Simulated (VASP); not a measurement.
# Be3Se2S (Cmc2_1) in VASP: further runs

One crystal, Be3Se2S, is run at these levels: PBE; tasks: relaxation of cell and atoms.

All numbers are computed with VASP 6.6.1; they aren't measurements. Logs are shortened: lines on timing, memory, paths and dates and some standing lists are left out, and cuts for length are marked.

### Step 1. Starting point

Symmetry: Cmc2_1, No. 36, orthorhombic system. Conventional cell: a = 10.736 Å, b = 6.206 Å, c = 5.904 Å, α = 90.00°, β = 90.00°, γ = 90.00°. Be (site symmetry 1) is surrounded by 1 S at 2.11 Å and 3 Se at 2.24 Å. Be (site symmetry m) is surrounded by 2 S at 2.13 to 2.14 Å and 2 Se at 2.25 Å. Se (site symmetry 1) is surrounded by 4 Be at 2.24 to 2.25 Å. Around S (site symmetry m) lie 4 Be at 2.11 to 2.14 Å.

The cell was built by a generator and needn't be a form met in nature.

### Step 2. Relaxation of cell and atoms, PBE

Input file INCAR:

```
SYSTEM = Be3Se2S
PREC = Accurate ; ENCUT = 520
EDIFF = 1E-6 ; ISMEAR = 0
SIGMA = 0.03 ; LREAL = .FALSE.
LASPH = .TRUE. ; NELM = 120
ALGO = Normal ; ISIF = 3
LWAVE = .FALSE. ; LCHARG = .FALSE.
GGA = PE ; IBRION = 2
NSW = 90 ; EDIFFG = -0.01
KPAR = 4
```

Input file KPOINTS:

```
regular mesh
0
G
  6 6 4
  0 0 0
```

Input file POSCAR:

```
Be3Se2S
1.0
    5.3680000000     -3.1030000000      0.0000000000
    5.3680000000      3.1030000000      0.0000000000
    0.0000000000      0.0000000000      5.9040000000
Be Se S
6 4 2
Direct
    0.5139701500      0.1643085400      0.1117886200
    0.8356914600      0.4860298500      0.1117886200
    0.1535610700      0.8464389300      0.1339769600
    0.1643085400      0.5139701500      0.6117886200
    0.4860298500      0.8356914600      0.6117886200
    0.8464389300      0.1535610700      0.6339769600
    0.5032299200      0.1687149400      0.4918699200
    0.4967700800      0.8312850600      0.9918699200
    0.8312850600      0.4967700800      0.4918699200
    0.1687149400      0.5032299200      0.9918699200
    0.8370931400      0.1629068600      0.9959349600
    0.1629068600      0.8370931400      0.4959349600
```

Potentials or basis: VASP PAW PBE potentials, release 64 (Be, Se, S).

Command:

```
> cat potpaw_PBE.64/Be/POTCAR potpaw_PBE.64/Se/POTCAR potpaw_PBE.64/S/POTCAR > POTCAR
> mpirun -np 4 vasp_std > vasp.out
```

OUTCAR:

```text
SYSTEM = Be3Se2S
   PREC = Accurate
   ENCUT = 520
   EDIFF = 1E-6
   ISMEAR = 0
   LREAL = .FALSE.
   LASPH = .TRUE.
   NELM = 120
   ISIF = 3
   GGA = PE
   IBRION = 2
   NSW = 90
   EDIFFG = -0.01

 ion  position               nearest neighbor table
   1  0.514  0.164  0.112-  11 2.11   8 2.24  10 2.24   7 2.24
   2  0.836  0.486  0.112-  11 2.11  10 2.24   8 2.24   9 2.24
   3  0.154  0.846  0.134-  11 2.13  12 2.14   8 2.25  10 2.25
   4  0.164  0.514  0.612-  12 2.11   9 2.24   7 2.24  10 2.24
   5  0.486  0.836  0.612-  12 2.11   7 2.24   9 2.24   8 2.24
   6  0.846  0.154  0.634-  12 2.13  11 2.14   7 2.25   9 2.25
   7  0.503  0.169  0.492-   5 2.24   4 2.24   1 2.24   6 2.25
   8  0.497  0.831  0.992-   1 2.24   2 2.24   5 2.24   3 2.25
   9  0.831  0.497  0.492-   4 2.24   5 2.24   2 2.24   6 2.25
  10  0.169  0.503  0.992-   2 2.24   1 2.24   4 2.24   3 2.25
  11  0.837  0.163  0.996-   1 2.11   2 2.11   3 2.13   6 2.14
  12  0.163  0.837  0.496-   4 2.11   5 2.11   6 2.13   3 2.14

  LATTYP: Found a base centered orthorhombic cell.
 ALAT       =     6.2060000000
 B/A-ratio  =     1.7299387689
 C/A-ratio  =     0.9513374154

  Lattice vectors:

 A1 = (  -5.3680000000,  -3.1030000000,   0.0000000000)
 A2 = (   5.3680000000,  -3.1030000000,   0.0000000000)
 A3 = (   0.0000000000,   0.0000000000,   5.9040000000)

Analysis of symmetry for initial positions (statically):
=====================================================================
 Subroutine PRICEL returns:
 Original cell was already a primitive cell.

 Routine SETGRP: Setting up the symmetry group for a
 base centered orthorhombic supercell.

 Subroutine GETGRP returns: Found  4 space group operations
 (whereof  2 operations were pure point group operations)
 out of a pool of  8 trial point group operations.

The static configuration has the point symmetry C_1h.
 The point group associated with its full space group is C_2v.

Analysis of symmetry for dynamics (positions and initial velocities):
=====================================================================
 Subroutine PRICEL returns:
 Original cell was already a primitive cell.

 Routine SETGRP: Setting up the symmetry group for a
 base centered orthorhombic supercell.

 Subroutine GETGRP returns: Found  4 space group operations
 (whereof  2 operations were pure point group operations)
 out of a pool of  8 trial point group operations.
[... 130 lines left out ...]
   POTIM  = 0.5000    time-step for ionic-motion
   TEBEG  =    0.0;   TEEND  =   0.0 temperature during run
   PSTRESS=    0.0 pullay stress
   NELECT =      48.0000    total number of electrons
   NUPDOWN=      -1.0000    fix difference up-down
   EMIN   =  10.00;   EMAX   =-10.00  energy-range for DOS
   EFERMI =   0.00;   METHOD = LEGACY
   ISMEAR =     0;   SIGMA  =   0.03  broadening in eV -4-tet -1-fermi 0-gaus
   EFERMI_NEDOS =   21; number of points for ismear=-14 and -15
   IALGO  =     38    algorithm
   IMIX   =      4    mixing-type and parameters
     AMIX     =   0.40;   BMIX     =  1.00
     AMIX_MAG =   1.60;   BMIX_MAG =  1.00
  volume/ion in A,a.u.               =      16.39       110.61
  Fermi-wavevector in a.u.,A,eV,Ry     =   1.023054  1.933291 14.240382  1.046639
  Thomas-Fermi vector in A             =   2.156766
   LORBIT       =      0    0 simple, 1 ext, 2 COOP (PROOUT), +10 PAW based schemes
   GGA     = PE    functional components
   LHFCALC =     F    Hartree Fock is set to
   AEXX    =    0.0000 exact exchange contribution
   IVDW    =     0    specifies the selected vdW correction
   LEPSILON=     F    determine dielectric tensor
   LRPA    =     F    only Hartree local field effects (RPA)
 conjugate gradient relaxation of ions
 non-spin polarized calculation
 Gauss-broadening in eV      SIGMA  =   0.03
  energy-cutoff  :      520.00
  volume of cell :      196.68
 maximum number of plane-waves:      5336
 NGX is ok and might be reduce to    48
   NGX = 23   NGY = 23   NGZ = 21

--------------------------------------- Ionic step        1  -------------------------------------------

 number of electron      48.0000000 magnetization

 Free energy of the ion-electron system (eV)
  ---------------------------------------------------
  ext. energy  EPLUGINS =         0.00000000
  ---------------------------------------------------
  free energy    TOTEN  =       -55.29649079 eV

  energy without entropy =      -55.29649079  energy(sigma->0) =      -55.29649079

------------------------ aborting loop because EDIFF is reached ----------------------------------------

  FORCE on cell =-STRESS in cart. coord.  units (eV):
  Direction    XX          YY          ZZ          XY          YZ          ZX
  --------------------------------------------------------------------------------------
  -------------------------------------------------------------------------------------
  Total        0.1451198     -0.0995490     -0.0756478      0.0000000      0.0000000      0.0000000
  in kB        1.1821338     -0.8109178     -0.6162209      0.0000000      0.0000000      0.0000000
  external PRESSURE =      -0.0816683 kB  Pullay stress =       0.0000000 kB
[... 263 lines left out ...]
--------------------------------------- Ionic step        7  -------------------------------------------

 number of electron      47.9999999 magnetization

 Free energy of the ion-electron system (eV)
  ---------------------------------------------------
  ext. energy  EPLUGINS =         0.00000000
  ---------------------------------------------------
  free energy    TOTEN  =       -55.30197834 eV

  energy without entropy =      -55.30197834  energy(sigma->0) =      -55.30197834

 E-fermi :   3.6931     XC(G=0):  -9.4471

 val. band max:        3.5247781293   @ k =   0.0000   0.0000   0.0000
 cond. band min:       6.9349409872   @ k =   0.0000   0.0000   0.0000
 fundamental gap:      3.4101628579
 Fermi energy:         3.6930598701

 k-point     1 :       0.0000    0.0000    0.0000
  band No.  band energies     occupation
      1     -10.2309      2.00000
      2      -8.9077      2.00000
      3      -8.5844      2.00000
      4      -8.5384      2.00000
      5      -8.3689      2.00000
      6      -8.3631      2.00000
[... 805 lines left out ...]
     30       8.6529      0.00000
     31       9.2450      0.00000

 [... further k-points ...]

------------------------ aborting loop because EDIFF is reached ----------------------------------------

  FORCE on cell =-STRESS in cart. coord.  units (eV):
  Direction    XX          YY          ZZ          XY          YZ          ZX
  --------------------------------------------------------------------------------------
  -------------------------------------------------------------------------------------
  Total       -0.0069928      0.0334122      0.0515403      0.0000000      0.0000000      0.0000000
  in kB       -0.0569818      0.2722642      0.4199837      0.0000000      0.0000000      0.0000000
  external PRESSURE =       0.2117554 kB  Pullay stress =       0.0000000 kB
[... 27 lines left out ...]
  FREE ENERGIE OF THE ION-ELECTRON SYSTEM (eV)
  ---------------------------------------------------
  free  energy   TOTEN  =       -55.3019783442 eV

  energy  without entropy=      -55.3019783442  energy(sigma->0) =      -55.30197834

 reached required accuracy - stopping structural energy minimisation
```

OSZICAR:

```text
N       E                     dE             d eps       ncg     rms          rms(c)
DAV:   1     0.213965671011E+03    0.21397E+03   -0.19789E+04  2418   0.132E+03
DAV:   2    -0.358961115807E+02   -0.24986E+03   -0.23780E+03  3166   0.214E+02
[... 48 lines left out ...]
   6 F= -.55301890E+02 E0= -.55301890E+02  d E =-.160400E-02
       N       E                     dE             d eps       ncg     rms          rms(c)
DAV:   1    -0.553020273398E+02   -0.13711E-03   -0.97347E-03  2593   0.442E-01    0.692E-02
DAV:   2    -0.553020007410E+02    0.26599E-04   -0.56589E-04  2957   0.119E-01    0.329E-02
DAV:   3    -0.553019810836E+02    0.19657E-04   -0.42399E-05  2986   0.314E-02    0.167E-02
DAV:   4    -0.553019778661E+02    0.32175E-05   -0.94275E-06  2950   0.142E-02    0.901E-03
DAV:   5    -0.553019783442E+02   -0.47806E-06   -0.11252E-06  1930   0.557E-03
   7 F= -.55301978E+02 E0= -.55301978E+02  d E =-.882942E-04
```

CONTCAR:

```text
Be3Se2S
   1.00000000000000
     5.3733993231998847   -3.1006348989093824    0.0000000000000000
     5.3733993231998847    3.1006348989093824    0.0000000000000000
     0.0000000000000000    0.0000000000000000    5.9005880992775763
  Be              Se              S
     6     4     2
Direct
     0.5144983253746128    0.1661056665982016    0.1130906612312798
     0.8338943334017984    0.4855016746253872    0.1130906612312798
     0.1539337476832093    0.8460662523167908    0.1311984170881460
     0.1661056665982016    0.5144983253746128    0.6130906612312800
     0.4855016746253872    0.8338943334017984    0.6130906612312800
     0.8460662523167908    0.1539337476832093    0.6311984170881459
     0.5031925724122872    0.1671040886831323    0.4928700974470905
     0.4968074275877127    0.8328959113168677    0.9928700974470904
     0.8328959113168677    0.4968074275877127    0.4928700974470905
     0.1671040886831323    0.5031925724122872    0.9928700974470904
     0.8379127231458695    0.1620872768541305    0.9941090655551069
     0.1620872768541305    0.8379127231458695    0.4941090655551070

  0.00000000E+00  0.00000000E+00  0.00000000E+00
  0.00000000E+00  0.00000000E+00  0.00000000E+00
  0.00000000E+00  0.00000000E+00  0.00000000E+00
  0.00000000E+00  0.00000000E+00  0.00000000E+00
  0.00000000E+00  0.00000000E+00  0.00000000E+00
  0.00000000E+00  0.00000000E+00  0.00000000E+00
  0.00000000E+00  0.00000000E+00  0.00000000E+00
  0.00000000E+00  0.00000000E+00  0.00000000E+00
  0.00000000E+00  0.00000000E+00  0.00000000E+00
  0.00000000E+00  0.00000000E+00  0.00000000E+00
  0.00000000E+00  0.00000000E+00  0.00000000E+00
  0.00000000E+00  0.00000000E+00  0.00000000E+00
```

Run time: 3.8 min. Hardware: 4 MPI ranks of Intel Xeon Platinum 8488C (Sapphire Rapids), shared host; peak memory 0.47 GiB.

Results:

```
Free energy                            : -55.3020 eV
Relaxed volume                         : 16.38 Å³/atom
Relaxed cell                           : a = 6.204 Å, b = 6.204 Å, c = 5.901 Å, α = 90.00°, β = 90.00°, γ = 59.97°
Space group after relaxing (to 0.05 Å) : Cmc2_1 (No. 36)
Energy gained by relaxing              : 0.5 meV/atom
Ionic steps                            : 7
Pressure after relaxing                : 0.0 GPa
Largest force after relaxing           : 0.008 eV/Å
Band gap on the k mesh                 : 3.41 eV, direct
```

Forces on the atoms (eV/Å):
```
Be  -0.005  0.001  0.001
Be   0.005  0.001  0.001
Be   0.000  0.006 -0.004
Be  -0.005 -0.001  0.001
Be   0.005 -0.001  0.001
Be   0.000 -0.006 -0.004
Se  -0.002 -0.003  0.001
Se   0.002  0.003  0.001
Se   0.002 -0.003  0.001
Se  -0.002  0.003  0.001
S    0.000  0.004  0.000
S    0.000 -0.004  0.000
```

Step by step:
| step | energy change (eV) | largest force (eV/Å) | pressure (GPa) | volume (Å³) |
| --- | --- | --- | --- | --- |
| 1 | 0.0000 | 0.0909 | -0.01 | 196.68 |
| 2 | -0.0025 | 0.0557 | 0.00 | 196.66 |
| 3 | -0.0038 | 0.0624 | 0.02 | 196.63 |
| 4 | -0.0050 | 0.0346 | 0.00 | 196.68 |
| 5 | -0.0054 | 0.0159 | -0.03 | 196.74 |
| 6 | -0.0054 | 0.0155 | -0.03 | 196.74 |
| 7 | -0.0055 | 0.0075 | 0.02 | 196.62 |

Final structure:
```
Be Se S
1.0
     5.37340   -3.10063    0.00000
     5.37340    3.10063    0.00000
     0.00000    0.00000    5.90059
Be Se S
6 4 2
Direct
  0.51450 0.16611 0.11309
  0.83389 0.48550 0.11309
  0.15393 0.84607 0.13120
  0.16611 0.51450 0.61309
  0.48550 0.83389 0.61309
  0.84607 0.15393 0.63120
  0.50319 0.16710 0.49287
  0.49681 0.83290 0.99287
  0.83290 0.49681 0.49287
  0.16710 0.50319 0.99287
  0.83791 0.16209 0.99411
  0.16209 0.83791 0.49411
```

### Step 3. Relaxation of cell and atoms, PBE

Input file INCAR:

```
SYSTEM = Be3Se2S
PREC = Accurate ; ENCUT = 520
EDIFF = 1E-7 ; ISMEAR = 0
SIGMA = 0.03 ; LREAL = .FALSE.
LASPH = .TRUE. ; NELM = 120
ALGO = Normal ; ISIF = 3
LWAVE = .FALSE. ; LCHARG = .FALSE.
GGA = PE ; IBRION = 2
NSW = 60 ; EDIFFG = -0.005
POTIM = 0.3 ; KPAR = 4
```

KPOINTS is that of step 2.

Input file POSCAR:

```
Be3Se2S                                 
1.0
    5.3733993232     -3.1006348989      0.0000000000
    5.3733993232      3.1006348989      0.0000000000
    0.0000000000      0.0000000000      5.9005880993
  Be              Se              S             
     6     4     2
Direct
     0.5144983253746128    0.1661056665982016    0.1130906612312798
     0.8338943334017984    0.4855016746253872    0.1130906612312798
     0.1539337476832093    0.8460662523167908    0.1311984170881460
     0.1661056665982016    0.5144983253746128    0.6130906612312800
     0.4855016746253872    0.8338943334017984    0.6130906612312800
     0.8460662523167908    0.1539337476832093    0.6311984170881459
     0.5031925724122872    0.1671040886831323    0.4928700974470905
     0.4968074275877127    0.8328959113168677    0.9928700974470904
     0.8328959113168677    0.4968074275877127    0.4928700974470905
     0.1671040886831323    0.5031925724122872    0.9928700974470904
     0.8379127231458695    0.1620872768541305    0.9941090655551069
     0.1620872768541305    0.8379127231458695    0.4941090655551070
```

Potentials or basis: VASP PAW PBE potentials, release 64 (Be, Se, S).

Command:

```
> cat potpaw_PBE.64/Be/POTCAR potpaw_PBE.64/Se/POTCAR potpaw_PBE.64/S/POTCAR > POTCAR
> mpirun -np 4 vasp_std > vasp.out
```

Run time: 3.3 min. Hardware: 4 MPI ranks of Intel Xeon Platinum 8488C (Sapphire Rapids), shared host; peak memory 0.47 GiB.

It converged, with:

```yaml
Free_energy: -55.3020 eV
Relaxed_volume: 16.39 Å³/atom
Relaxed_cell: a = 6.204 Å, b = 6.204 Å, c = 5.902 Å, α = 90.00°, β = 90.00°, γ = 59.99°
Space_group_after_relaxing_to_0.05_Å: Cmc2_1 (No. 36)
Energy_gained_by_relaxing: 0.0 meV/atom
Ionic_steps: 4
Pressure_after_relaxing: 0.0 GPa
Largest_force_after_relaxing: 0.004 eV/Å
Band_gap_on_the_k_mesh: 3.41 eV, direct
```

Forces in eV/Å, atoms in the order of the input:
```
Be  -0.001  0.003  0.001
Be   0.001  0.003  0.001
Be   0.000  0.004 -0.001
Be  -0.001 -0.003  0.001
Be   0.001 -0.003  0.001
Be   0.000 -0.004 -0.001
Se   0.001 -0.001  0.000
Se  -0.001  0.001  0.000
Se  -0.001 -0.001  0.000
Se   0.001  0.001  0.000
S    0.000  0.003 -0.001
S    0.000 -0.003 -0.001
```

Final structure:
```
Be Se S
1.0
     5.37291   -3.10125    0.00000
     5.37291    3.10125    0.00000
     0.00000    0.00000    5.90234
Be Se S
6 4 2
Direct
  0.51442 0.16608 0.11311
  0.83392 0.48558 0.11311
  0.15381 0.84619 0.13113
  0.16608 0.51442 0.61311
  0.48558 0.83392 0.61311
  0.84619 0.15381 0.63113
  0.50323 0.16703 0.49288
  0.49677 0.83297 0.99288
  0.83297 0.49677 0.49288
  0.16703 0.50323 0.99288
  0.83783 0.16217 0.99411
  0.16217 0.83783 0.49411
```

Levels at points of the mesh, in eV from the valence-band top:
```tsv
k point	band 20	band 21	band 22	band 23	band 24	band 25	band 26	band 27	band 28	band 29
(0.00, 0.00, 0.00)	-1.16	-1.10	-0.15	-0.02	0.00	3.41	3.43	4.28	4.58	4.99
(0.50, 0.00, 0.00)	-1.27	-1.18	-1.07	-1.03	-0.92	3.57	4.91	5.00	5.01	5.18
(0.50, 0.50, 0.00)	-1.42	-1.36	-1.21	-0.87	-0.77	3.55	4.90	4.96	5.05	5.16
(0.00, 0.00, 0.50)	-1.37	-0.63	-0.63	-0.60	-0.60	4.63	4.63	4.78	4.78	4.83
(0.50, 0.00, 0.50)	-1.87	-1.77	-1.77	-1.59	-1.59	3.64	3.64	5.01	5.01	5.13
(0.50, 0.50, 0.50)	-1.85	-1.70	-1.70	-1.59	-1.59	3.63	3.63	5.00	5.00	5.17
```
